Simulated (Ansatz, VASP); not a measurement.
## Cross-check of Bi (Bismuth) between VASP and Ansatz

Wanted: the spread between two codes on one cell, functional and k mesh. The cell is taken from a series of runs on this material, whose earlier steps may have relaxed, scaled, displaced or heated it; both programs get it as it stands.

Main program and level: Ansatz 0.2.0; plane waves, with VASP 6.6.1 beside it; zone-centre phonons at PBEsol.

### Step 1. Set-up

It takes space group R-3m (No. 166, trigonal). The conventional cell has a = 4.707 Å, b = 4.707 Å, c = 11.086 Å, α = 90.00°, β = 90.00°, γ = 120.00°. Bi has 6 Bi at 3.13 to 3.45 Å nearest.

Coordinates:

```cif
data_structure
_symmetry_space_group_name_H-M 'P 1'
_symmetry_Int_Tables_number 1
_cell_length_a 4.5869
_cell_length_b 4.5869
_cell_length_c 4.5869
_cell_angle_alpha 61.734
_cell_angle_beta 61.734
_cell_angle_gamma 61.734
_cell_volume 70.89
loop_
_atom_site_label
_atom_site_type_symbol
_atom_site_fract_x
_atom_site_fract_y
_atom_site_fract_z
_atom_site_occupancy
Bi1 Bi 0.23713 0.23713 0.23713 1
Bi2 Bi 0.76287 0.76287 0.76287 1
```

### Step 2. Ansatz: zone-centre phonons, PBEsol

Ansatz runs on its PAW soft_1 files.

Second derivatives magnify differences that forces hide, and they need a tight electronic threshold.

input.yaml

```yaml
crystal:
  lattice:
    - [2.3532820475, 1.3586680236, 3.6953198036]
    - [-2.3532820475, 1.3586680236, 3.6953198036]
    - [0.0, -2.7173360472, 3.6953198037]
  atoms:
    - { symbol: Bi, position: [0.2371296453, 0.2371296453, 0.2371296453] }
    - { symbol: Bi, position: [0.7628703547, 0.7628703547, 0.7628703547] }
kpoints:
  mp_grid: { grid: [12, 12, 12] }
hamiltonian:
  xc: pbesol
  pseudopotentials: { kind: paw, azcp: { folder: soft_1 }, xc_functional: pbe }
scf:
  occupations: { method: methfessel_paxton, width: 0.2 }
output:
  eigenvalues: true
phonons:
  method: dfpt
```

Command:

```sh
$ ansatz run input.yaml --threads 4 --pin off --max-ram 10240MiB --backend cpu --events-out ev --progress --plain --runs-dir out
```

Numbers of over 12 decimals in the logs are rounded to 6 here.

Output:

```text
Engine: ansatz 0.2.0, aarch64-unknown-linux-gnu
Pseudopotentials: kind: paw
Pseudopotential: Bi, paw, valence charge 15, recommended cutoff 420 eV (normal), soft_1/Bi.paw.azcp
Functional definition: PBEsol
  exchange = pbesol_x
  correlation = pbesol_c
Crystal: 2 atoms, lattice volume = 70.891 Å³
Basis set: ecut = 420 eV, 1387 PW (Γ), exchange–correlation on 64×64×64 points (8 copies of the dense FFT grid, shifted against one another)
Bands: 19, of which v1, the nominal top of the filled ones, is band 15 counted from 1 (14 counted from 0)
Symmetry: 12 space group operations
k-points: 476 of 1728 (irreducible under 2 space group operations, time reversal used)
Non-local potential: Bi, projectors of the file, l = 0: 2, l = 1: 2, l = 2: 2, l = 3: 1
PAW form: soft (Blöchl's): semilocal exchange-correlation on the pseudo side does not see the compensation charge
PAW frozen core: Bi, regenerated for the run's functional, and the local potential with it (the file was generated under x = pbe(κ = 0.804, μ = 0.219515), c = pbe(β = 0.066725))
PAW one-centre angular grid: Bi, 590 points (default); XC on 64 Gauss nodes
Initial density: superposition of atomic densities (chi_scale 0.1, normalization cell)
Initial wavefunctions: pseudopotential atomic-orbital guess
Functional: x = pbesol(κ = 0.804, μ = 0.123457), c = pbesol(β = 0.046)
SCF iter   1: F=—  HF=-24488.896167 eV  |F-HF|=—  |Δ(HF+E_count)|=         —  Δρ=1.03e-2  dr2=6.56e-2  ethr=3.10e-3  ⟨swp⟩=5.4  Hψ=43292  notcnv=0
preconditioner: auto → Kerker (q_TF=auto, 2.364 Å⁻¹)  [metal: Δε(μ)=0.073 eV  Ē_g=20.088 eV  σ=0.200 eV  W_gap=0.29  n_scr=14 (ndim 8)  ℏωp=24.2 eV  f_vac=0.000  D(μ)=0.34/eV (n_scr^D=0)]
SCF iter   2: F=—  HF=-24488.887269 eV  |F-HF|=—  |Δ(HF+E_count)|=   8.90e-3  S|Δr|=    0.00e0  Δρ=6.65e-3  dr2=2.77e-2  ethr=2.19e-4  ⟨swp⟩=1.0  Hψ=12852  notcnv=0
SCF iter   3: F=—  HF=-24488.883960 eV  |F-HF|=—  |Δ(HF+E_count)|=   3.31e-3  S|Δr|=    0.00e0  Δρ=7.78e-4  dr2=4.97e-4  ethr=9.22e-5  ⟨swp⟩=2.0  Hψ=16190  notcnv=0
SCF iter   4: F=—  HF=-24488.883924 eV  |F-HF|=—  |Δ(HF+E_count)|=   3.61e-5  S|Δr|=    0.00e0  Δρ=3.40e-4  dr2=8.77e-5  ethr=1.66e-6  ⟨swp⟩=2.0  Hψ=16192  notcnv=0
SCF iter   5: F=—  HF=-24488.883899 eV  |F-HF|=—  |Δ(HF+E_count)|=   2.45e-5  S|Δr|=    0.00e0  Δρ=1.06e-4  dr2=1.66e-5  ethr=2.92e-7  ⟨swp⟩=2.0  Hψ=14887  notcnv=0
SCF iter   6: F=—  HF=-24488.883897 eV  |F-HF|=—  |Δ(HF+E_count)|=   2.45e-6  S|Δr|=    0.00e0  Δρ=3.34e-5  dr2=1.49e-6  ethr=5.54e-8  ⟨swp⟩=2.0  Hψ=10636  notcnv=0
SCF iter   7: F=—  HF=-24488.883896 eV  |F-HF|=—  |Δ(HF+E_count)|=   6.96e-7  S|Δr|=    0.00e0  Δρ=5.38e-6  dr2=4.95e-8  ethr=4.98e-9  ⟨swp⟩=3.0  Hψ=16240  notcnv=0
SCF iter   8: F=—  HF=-24488.883896 eV  |F-HF|=—  |Δ(HF+E_count)|=   1.50e-9  S|Δr|=    0.00e0  Δρ=1.84e-6  dr2=4.66e-9  ethr=1.65e-10  ⟨swp⟩=2.0  Hψ=10284  notcnv=0
SCF iter   9: F=—  HF=-24488.883896 eV  |F-HF|=—  |Δ(HF+E_count)|=  4.44e-10  S|Δr|=    0.00e0  Δρ=4.60e-7  dr2=3.52e-10  ethr=1.55e-11  ⟨swp⟩=3.0  Hψ=16350  notcnv=0
SCF iter  10: F=—  HF=-24488.883896 eV  |F-HF|=—  |Δ(HF+E_count)|=  1.82e-11  S|Δr|=    0.00e0  Δρ=1.56e-7  dr2=3.69e-11  ethr=1.17e-12  ⟨swp⟩=2.0  Hψ=10427  notcnv=0
SCF iter  11: F=-24488.883896 eV  HF=-24488.883896 eV  |F-HF|=1.09e-11  |Δ(HF+E_count)|=    0.00e0  S|Δr|=    0.00e0  Δρ=5.19e-8  dr2=2.08e-12  ethr=1.00e-12  ⟨swp⟩=5.4  Hψ=35250  notcnv=0
SCF 1 converged in 11 iterations: F = -24488.883896 eV  dr2 = 2.08e-12
  greatest PAW one-centre occupation: 0.988 electrons in one spin orbital (limit 2), on the Bi atom at site 1 (counted from 0), in its partial waves of l = 2
DFPT response loops at Γ: preconditioner auto → Kerker (q_TF=auto, 2.364 Å⁻¹) (partly filled bands, converged f_vac=0.001); β = 1.00, the filter's whole step (`scf.mixing.beta` (0.50) is not read by the response loops under this deck's `scf.mixing.preconditioner`; to damp them name `kerker` or `kerker_dos`, under which they read `scf.mixing.beta`, and type it under 1.00, their step now; both keys bind the ground state too); Broyden in place of MSR1
SCF converged after 11 iterations
Stability not checked: this state was not tested for a lower state beside it, because cold or Methfessel-Paxton smearing, or corrected tetrahedra, fill the levels in a way that the test cannot read (fill_not_monotonic; see scf.lower_state_search)
Free energy (F): -24488.883896 eV
Harris-Foulkes:  -24488.883896 eV  (|F-HF|=1.09e-11)
Internal energy: -24488.886801 eV  (E = F + TS)
E sigma→0 (E₀):  -24488.884622 eV
Entropy (-TS):   0.002905 eV (1.453 meV/atom)
Fermi energy:    9.373438 eV
--- Per-component energies (eV) ---
  E_band       = -224.010106
  E_kinetic    = 507.426752
  E_local      = -2712.592926  (includes V_loc(G=0)·N_el)
  E_nonlocal   = 820.562353
  E_hartree    = 1006.497117
  E_xc         = -300.086250
  E_vxc        = -260.942357  (∫ρ·V_xc dr)
  E_paw        = -21018.998640  (= ΣΔE_a)
  E_vpaw       = -591.458584  (= ΣTr[D̂ρ^β])
  E_aug_tail   = 0.000401  (compensation charges beyond the density's cutoff)
  E_ewald      = -2791.875197
  E_core_change = 0.179589  (= ΣΔE_core)
  E_smearing   = 0.002905  (= −TS)
  E_closure    = -0.000000  (closes the sum)
  Σ components = -24488.883896   (vs F -24488.883896, Δ=0.00e0)
--- Band table (eV; the first three rows and the last of 476) ---
  k-point 0: bands = [... 11 lower, 1.8967, 7.9740, 7.9740, 8.5596, 12.1058, 12.5374, 12.5374, 14.7522]
  k-point 1: bands = [... 11 lower, 1.7393, 7.9923, 8.0339, 8.5620, 11.9123, 12.2259, 12.3392, 14.5401]
  k-point 2: bands = [... 11 lower, 1.3095, 8.0493, 8.1803, 8.5785, 11.3371, 11.7076, 11.8484, 14.4259]
  k-point 475: bands = [... 11 lower, -0.5837, 8.2076, 8.6637, 8.6637, 9.5900, 9.6094, 9.6094, 16.9873]
--- Phonons (Γ-DFPT): 2 representative perturbations + reference, on 476 of 1728 k-points (Σ response iterations 6) ---
  k mesh reduced under 2 symmetry operations, with k and −k counted as one. Each operation leaves every solved perturbation unchanged. A smaller set is not used because it would not reduce the number of displacements times k-points to solve
  ASR residual: 3.261e-5 → 0.000e0 eV/Å²; symmetrization residual: 2.429e-5 eV/Å²
  ASR residual per site (eV/Å²): 3.26e-5 3.26e-5
  Γ frequencies (cm⁻¹): 0.00 0.00 0.00 23.98 23.98 86.11
  non-analytic LO–TO correction: not included (Born effective charges unavailable; polar crystals: no LO–TO splitting at Γ)
```

In the SCF lines HF is the Harris–Foulkes energy and dr2 the Hartree energy of the density residual, in eV; the loop may stop once dr2 is under the threshold and the program's other checks hold. Hψ counts applications of the Hamiltonian.

### Step 3. VASP: zone-centre phonons, PBEsol

The same cell, functional, mesh and smearing now go to VASP, with its own data sets.

Lines of VASP's logs that name or quote its potential files are left out, and so is its time.

INCAR

```
SYSTEM = Bi
PREC = Accurate
ENCUT = 500
EDIFF = 1E-08
NELM = 120
ISMEAR = 1
SIGMA = 0.2
LREAL = .FALSE.
ALGO = Normal
GGA = PS
NBANDS = 21
LORBIT = 11
LWAVE = .FALSE.
LCHARG = .FALSE.
ISIF = 2
IBRION = 8
LASPH = .TRUE.
GGA_COMPAT = .FALSE.
KPAR = 2
```

POSCAR

```
Bi
1.0
    2.3532820475      1.3586680236      3.6953198036
   -2.3532820475      1.3586680236      3.6953198036
    0.0000000000     -2.7173360472      3.6953198037
Bi
2
Direct
    0.2371296453      0.2371296453      0.2371296453
    0.7628703547      0.7628703547      0.7628703547
```

KPOINTS

```
Automatic mesh
0
Gamma
12 12 12
0 0 0
```

PAW data sets: Bi_d (PBE family, release 64).

Command:

```sh
$ mpirun -np 2 vasp_std
```

Output:

```text
[banner, memory and clock lines left out]
running    2 mpi-ranks, on    1 nodes
 distrk:  each k-point on    1 cores,    2 groups
 distr:  one band on    1 cores,    1 groups

 POSCAR found type information on POSCAR Bi
 POSCAR found :  1 types and       2 ions
|                                                                             |
|               ----> ADVICE to this user running VASP <----                  |
|                                                                             |
|     You enforced a specific xc type in the INCAR file but a different       |
|     [... a line on the potential file left out ...]
|     I HOPE YOU KNOW WHAT YOU ARE DOING!                                     |
|                                                                             |

 LDA part: xc-table for (Slater+PW92), standard interpolation
 POSCAR, INCAR and KPOINTS ok, starting setup
 FFT: planning ... GRIDC
 FFT: planning ... GRID_SOFT
 FFT: planning ... GRID
 WAVECAR not read
 entering main loop
       N       E                     dE             d eps       ncg     rms          rms(c)
DAV:   1     0.299828473293E+03    0.29983E+03   -0.16019E+04  7938   0.167E+03
DAV:   2     0.165634669961E+02   -0.28327E+03   -0.27733E+03  8028   0.438E+02
DAV:   3    -0.768912591732E+01   -0.24253E+02   -0.23929E+02  9396   0.145E+02
DAV:   4    -0.853131522487E+01   -0.84219E+00   -0.84158E+00  9435   0.298E+01
DAV:   5    -0.856983108395E+01   -0.38516E-01   -0.38515E-01 11198   0.570E+00    0.967E-01
DAV:   6    -0.856034351449E+01    0.94876E-02   -0.22079E-02 10189   0.171E+00    0.563E-01
DAV:   7    -0.855723911394E+01    0.31044E-02   -0.12698E-02 10201   0.136E+00    0.121E-01
DAV:   8    -0.855718126145E+01    0.57852E-04   -0.13168E-03  9271   0.469E-01    0.145E-02
DAV:   9    -0.855718514527E+01   -0.38838E-05   -0.55520E-05 11464   0.727E-02    0.689E-03
DAV:  10    -0.855718463478E+01    0.51048E-06   -0.31151E-06 10450   0.149E-02    0.103E-03
DAV:  11    -0.855718479754E+01   -0.16275E-06   -0.22249E-07 10235   0.475E-03    0.564E-04
DAV:  12    -0.855718478071E+01    0.16828E-07   -0.29893E-08  7632   0.204E-03    0.169E-04
DAV:  13    -0.855718480112E+01   -0.20413E-07   -0.37078E-09  5414   0.800E-04    0.562E-05
DAV:  14    -0.855718480352E+01   -0.23965E-08   -0.10691E-09  5084   0.420E-04
   1 F= -.85571848E+01 E0= -.85581539E+01  d E =0.290732E-02
 Linear response reoptimize wavefunctions to high precision
DAV:   1    -0.855718480546E+01   -0.19390E-08   -0.47342E-10  5064   0.284E-04
DAV:   2    -0.855718480550E+01   -0.37289E-10   -0.19914E-10  4824   0.156E-04
 Linear response DOF=           2
 Linear response progress:
  Degree of freedom:   1/  2
       N       E                     dE             d eps       ncg     rms          rms(c)
RMM:   1    -0.330118985707E+00   -0.33012E+00    0.19212E-01 48449   0.830E+00
RMM:   2    -0.338756690541E+00   -0.86377E-02   -0.19038E-02 62303   0.115E+00    0.462E-02
RMM:   3    -0.338960396929E+00   -0.20371E-03   -0.16554E-03 67079   0.323E-01    0.269E-02
RMM:   4    -0.338845392401E+00    0.11500E-03   -0.12459E-04 68603   0.101E-01    0.631E-03
RMM:   5    -0.338846944201E+00   -0.15518E-05   -0.17424E-05 65273   0.325E-02    0.223E-03
RMM:   6    -0.338849112921E+00   -0.21687E-05   -0.33871E-06 68171   0.141E-02    0.959E-04
RMM:   7    -0.338846874779E+00    0.22381E-05   -0.37238E-06 68113   0.447E-03    0.292E-04
RMM:   8    -0.338843287008E+00    0.35878E-05   -0.22885E-07 68644   0.165E-03    0.111E-04
RMM:   9    -0.338841636752E+00    0.16503E-05   -0.14573E-07 70245   0.671E-04    0.317E-05
RMM:  10    -0.338841266433E+00    0.37032E-06   -0.22639E-07 71475   0.309E-04    0.176E-05
RMM:  11    -0.338841296784E+00   -0.30351E-07   -0.46692E-08 72829   0.157E-04    0.109E-05
RMM:  12    -0.338840892259E+00    0.40453E-06    0.75244E-08 67630   0.976E-05    0.435E-06
RMM:  13    -0.338840952762E+00   -0.60503E-07    0.25066E-08 72210   0.516E-05    0.189E-06
RMM:  14    -0.338840916071E+00    0.36690E-07    0.26401E-08 72223   0.330E-05    0.109E-06
RMM:  15    -0.338840874278E+00    0.41793E-07    0.81667E-09 71260   0.260E-05    0.322E-07
RMM:  16    -0.338840882170E+00   -0.78915E-08    0.41719E-09 61263   0.220E-05    0.243E-07
 first order change of Fermi-energy  -0.86543E-05
 force on displaced ion       1 direction 1 :  -0.234   0.000   0.000
 Linear response progress:
  Degree of freedom:   2/  2
       N       E                     dE             d eps       ncg     rms          rms(c)
RMM:   1    -0.328548209262E+00   -0.32855E+00    0.26058E-01 10543   0.857E+00
RMM:   2    -0.336902625628E+00   -0.83544E-02   -0.17968E-02 13558   0.114E+00    0.362E-02
RMM:   3    -0.336998512939E+00   -0.95887E-04   -0.15468E-03 14617   0.312E-01    0.204E-02
RMM:   4    -0.336781872014E+00    0.21664E-03   -0.11893E-04 14762   0.986E-02    0.520E-03
RMM:   5    -0.336788414145E+00   -0.65421E-05   -0.15335E-05 15087   0.298E-02    0.300E-03
RMM:   6    -0.336803810554E+00   -0.15396E-04   -0.25708E-06 14433   0.133E-02    0.731E-04
RMM:   7    -0.336806424501E+00   -0.26139E-05   -0.33866E-07 14852   0.411E-03    0.520E-04
RMM:   8    -0.336806108682E+00    0.31582E-06   -0.28061E-08 13058   0.150E-03    0.647E-05
RMM:   9    -0.336805670508E+00    0.43817E-06    0.11631E-09 15317   0.678E-04    0.433E-05
RMM:  10    -0.336805501636E+00    0.16887E-06    0.24878E-08 15136   0.234E-04    0.288E-05
RMM:  11    -0.336805452753E+00    0.48883E-07   -0.27069E-09 14858   0.119E-04    0.541E-06
RMM:  12    -0.336805500420E+00   -0.47667E-07   -0.52493E-09 15882   0.626E-05    0.174E-06
RMM:  13    -0.336805497316E+00    0.31041E-08   -0.97809E-10 14220   0.375E-05    0.683E-07
 first order change of Fermi-energy   0.35660E+00
 force on displaced ion       1 direction 3 :   0.000   0.000  -2.857
 Linear response finished
```

From OUTCAR (step 3):

```text
ion  position               nearest neighbor table
   1  0.237  0.237  0.237-   2 3.13   2 3.13   2 3.13   2 3.45   2 3.45   2 3.45
   2  0.763  0.763  0.763-   1 3.13   1 3.13   1 3.13   1 3.45   1 3.45   1 3.45

  LATTYP: Found a trigonal (rhomboedric) cell.
 ALAT       =     4.5868620695
 COS(alpha) =     0.4735627672

 Subroutine GETGRP returns: Found 12 space group operations
 (whereof 12 operations were pure point group operations)

The static configuration has the point symmetry D_3d.

 Found    189 irreducible k-points:

   k-points           NKPTS =    189   k-points in BZ     NKDIM =    189   number of bands    NBANDS=     21

   dimension x,y,z NGX =    36 NGY =   36 NGZ =   36
   dimension x,y,z NGXF=    72 NGYF=   72 NGZF=   72

   ENCUT  =  500.0 eV  36.75 Ry    6.06 a.u.   8.36  8.36  8.36*2*pi/ulx,y,z

   NELECT =      30.0000    total number of electrons

 k-points in reciprocal lattice and weights: Automatic mesh
   0.00000000  0.00000000  0.00000000       0.001
   0.08333333  0.00000000  0.00000000       0.003
   0.16666667 -0.00000000  0.00000000       0.003
   0.25000000  0.00000000  0.00000000       0.003
   0.33333333  0.00000000  0.00000000       0.003
   0.41666667 -0.00000000  0.00000000       0.003
   0.50000000  0.00000000  0.00000000       0.002
   0.08333333  0.08333333  0.00000000       0.003
   0.16666667  0.08333333  0.00000000       0.007
[...]
-0.41666667  0.50000000  0.41666667       0.003
   0.50000000  0.50000000  0.50000000       0.001

 average (electrostatic) potential at core
       1-104.4655       2-104.4655

  Total       -1.2078104     -1.2078104     -0.0337766      0.0000000      0.0000000      0.0000000
  in kB      -27.2972397    -27.2972397     -0.7633721      0.0000000      0.0000000      0.0000000
  external PRESSURE =     -18.4526172 kB  Pullay stress =       0.0000000 kB

  energy-cutoff  :      500.00
  volume of cell :       70.89
      direct lattice vectors                 reciprocal lattice vectors
     2.353282048  1.358668024  3.695319804     0.212469220  0.122669161  0.090204191
    -2.353282048  1.358668024  3.695319804    -0.212469220  0.122669161  0.090204191
     0.000000000 -2.717336047  3.695319804     0.000000000 -0.245338322  0.090204191

 POSITION                                       TOTAL-FORCE (eV/Angst)
 -----------------------------------------------------------------------------------
      0.00000      0.00000      2.62881         0.000000      0.000000      0.002518
      0.00000      0.00000      8.45715         0.000000      0.000000     -0.002518
 -----------------------------------------------------------------------------------
    total drift:                                0.000000      0.000000      0.000000

 Eigenvectors and eigenvalues of the dynamical matrix
 ----------------------------------------------------

   1 f  =    2.585012 THz    16.242111 2PiTHz   86.226727 cm-1    10.690747 meV
             X         Y         Z           dx          dy          dz
      0.000000  0.000000  2.628810     0.000000   -0.000000    0.707107
      0.000000  0.000000  8.457150    -0.000000    0.000000   -0.707107

   2 f  =    0.739549 THz     4.646724 2PiTHz   24.668701 cm-1     3.058528 meV
             X         Y         Z           dx          dy          dz
      0.000000  0.000000  2.628810     0.707107   -0.000018   -0.000000
      0.000000  0.000000  8.457150    -0.707107    0.000018    0.000000

   3 f  =    0.739549 THz     4.646724 2PiTHz   24.668701 cm-1     3.058528 meV
             X         Y         Z           dx          dy          dz
      0.000000  0.000000  2.628810     0.000018    0.707107    0.000000
      0.000000  0.000000  8.457150    -0.000018   -0.707107   -0.000000

   4 f/i=    0.000000 THz     0.000000 2PiTHz    0.000000 cm-1     0.000000 meV
             X         Y         Z           dx          dy          dz
      0.000000  0.000000  2.628810     0.000003   -0.688622   -0.160625
      0.000000  0.000000  8.457150     0.000003   -0.688622   -0.160625

   5 f/i=    0.000000 THz     0.000000 2PiTHz    0.000000 cm-1     0.000000 meV
             X         Y         Z           dx          dy          dz
      0.000000  0.000000  2.628810     0.707107    0.000003    0.000001
      0.000000  0.000000  8.457150     0.707107    0.000003    0.000001

   6 f/i=    0.000000 THz     0.000000 2PiTHz    0.000001 cm-1     0.000000 meV
             X         Y         Z           dx          dy          dz
      0.000000  0.000000  2.628810     0.000000    0.160625   -0.688622
      0.000000  0.000000  8.457150     0.000000    0.160625   -0.688622

 ELASTIC MODULI CONTR FROM IONIC RELAXATION (kBar)
 Direction    XX          YY          ZZ          XY          YZ          ZX
 --------------------------------------------------------------------------------
 XX        -311.6205    240.0097    -68.3879     -0.0000    782.8444      0.0000
 YY         240.0097   -311.6205    -68.3879      0.0000   -782.8444     -0.0000
 ZZ         -68.3879    -68.3879   -130.6202      0.0000      0.0000     -0.0000
 XY          -0.0000      0.0000      0.0000   -275.8151      0.0000    780.7998
 YZ         782.8444   -782.8444      0.0000      0.0000  -2221.9426     -0.0000
 ZX           0.0000     -0.0000     -0.0000    780.7998     -0.0000  -2210.3514
 --------------------------------------------------------------------------------
```

### Step 4. Differences

Known differences besides the potentials themselves: the cutoff is 420 eV in Ansatz and 500 eV in VASP; Ansatz makes its cores anew for this functional, VASP keeps those of its PBE data sets. Total energies have different zeros and are not compared.

Compared:

| quantity | Ansatz | VASP | difference |
| --- | --- | --- | --- |
| optical mode 1 to 2 (cm⁻¹) | 24.0 | 24.7 | -0.7 |
| optical mode 3 (cm⁻¹) | 86.1 | 86.2 | -0.14 % |

Modes are paired by rising frequency, not by their patterns, so a pair may set unlike modes beside each other; they are those without the splitting of longitudinal modes.

### Step 5. Results

- r.m.s. difference of the optical zone-centre modes, each program's sorted by frequency (zone-centre phonons, PBEsol): 0.57 cm⁻¹

What this shows: The r.m.s. difference of the optical zone-centre modes, each program's sorted by frequency is 0.57 cm⁻¹ (zone-centre phonons, PBEsol). Such differences can come from data sets, numerical settings and the points named under the comparisons, not from the functional's error against experiment.

[Lines on the potential files, build, host, timing and source positions are cut from VASP's logs without a mark.]

[Logs are printed without paths, hosts, clocks, repeated set-up lines and the standing remarks that a program may print on its own settings, such as how far it seeks lower states.]

[Hosts, paths, dates, database ids (printed as entryN), source tags and the programs' standing remarks are cut or masked in the printed files.]
